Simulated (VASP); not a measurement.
An input for Quantum ESPRESSO's pw.x (written as the equivalent of a VASP run, and not itself run):

```
&CONTROL
  calculation = 'relax'
  pseudo_dir = './pseudo'
  outdir = './out'
  tprnfor = .true.
  tstress = .true.
  nstep = 50
  forc_conv_thr = 0.00039
/
&SYSTEM
  ibrav = 0
  nat = 3
  ntyp = 2
  ecutwfc = 98
  occupations = 'smearing'
  smearing = 'gaussian'
  degauss = 0.00735
  input_dft = 'pbe'
/
&ELECTRONS
  conv_thr = 7.3e-08
  electron_maxstep = 100
/
&IONS
/
ATOMIC_SPECIES
  Si 28.085 Si.upf
  Ni 58.693 Ni.upf
CELL_PARAMETERS angstrom
     0.0000000    2.7534200    2.7534200
     2.7534200    0.0000000    2.7534200
     2.7534200    2.7534200    0.0000000
ATOMIC_POSITIONS crystal
  Si   0.2500000  0.2500000  0.2500000
  Si   0.7500000  0.7500000  0.7500000
  Ni   0.0000000  0.0000000  0.0000000
K_POINTS automatic
  14 14 14 0 0 0
```

Translate this input to VASP (INCAR, KPOINTS, POSCAR, choice of POTCAR).

Several could match; the one computed here: 
### POSCAR
```
NiSi2
1
    0.0000000000     2.7534200000     2.7534200000
    2.7534200000     0.0000000000     2.7534200000
    2.7534200000     2.7534200000     0.0000000000
Si Ni
2 1
Direct
  0.2500000000   0.2500000000   0.2500000000
  0.7500000000   0.7500000000   0.7500000000
  0.0000000000   0.0000000000   0.0000000000
```

### KPOINTS
```
Regular mesh
0
gamma
14 14 14
0 0 0
```

### INCAR
```
# general
SYSTEM =NiSi2
PREC   =Accurate
ENCUT  =300
LREAL  =.FALSE.
LASPH  =.TRUE.

# electronic loop
EDIFF  =1E-6
NELM   =100
ALGO   =Normal
LMAXMIX=4

# smearing
ISMEAR =0
SIGMA  =0.1

# functional
GGA    =PE

# ions
IBRION =2
NSW    =50
ISIF   =2
EDIFFG =-0.01

# output
LWAVE  =.FALSE.
LCHARG =.FALSE.
```

POTCAR, in this order: Si Ni (PBE.64 set). Program: vasp_std.

Limits of the translation: the potentials are each code's own (VASP's PAW set, PseudoDojo norm-conserving files in pw.x), so ENCUT and ecutwfc are chosen apart and not converted; conv_thr bounds pw.x's estimated SCF error, while EDIFF bounds the energy change between steps; forc_conv_thr acts on force components and is met together with etot_conv_thr.

The structure is a typed NiSi2 crystal. The cell was not relaxed at this level. The run is one of a series of settings (EDIFFG = -0.01, IBRION = 2, NSW = 50 against the base run), some of them coarse on purpose.
